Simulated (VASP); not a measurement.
Data:

```yaml
crystal:
  lattice:
    - [0.00000, 2.37174, 2.37174]
    - [2.37174, 0.00000, 2.37174]
    - [2.37174, 2.37174, 0.00000]
  atoms:
    - { symbol: Cd, position: [0.00000, 0.00000, 0.00000] }
    - { symbol: O, position: [0.50000, 0.50000, 0.50000] }
```

These are rev-vdW-DF2, VASP's PBE PAW potentials (set 64) (plane waves; VASP 6.6.1) values and carry that method's errors. Run with 520 eV cut-off, Gaussian smearing of 0.050 eV, potentials Cd O.

Task: Give the energies of bands 2 to 10 at the high-symmetry points, in eV from the Fermi level.

Result: 
```
band      Γ      X      U      L      W
----  -----  -----  -----  -----  -----
2     -6.63  -7.06  -7.03  -7.49  -6.79
3     -6.63  -6.09  -6.60  -7.17  -6.74
4     -6.63  -5.99  -6.44  -7.17  -6.74
5     -6.34  -5.99  -6.07  -6.11  -5.99
6     -6.34  -5.70  -5.96  -6.11  -5.79
7     -1.21  -4.11  -3.24  -3.73  -2.84
8     -1.21  -2.15  -2.76   0.02  -2.84
9     -1.21  -2.15  -1.17   0.02  -1.80
10    -0.47   3.69   5.21   4.47   5.76
```

It has no gap at this level: it comes out as a metal or semimetal.

The compound is CdO in the rock salt structure. It was relaxed first.
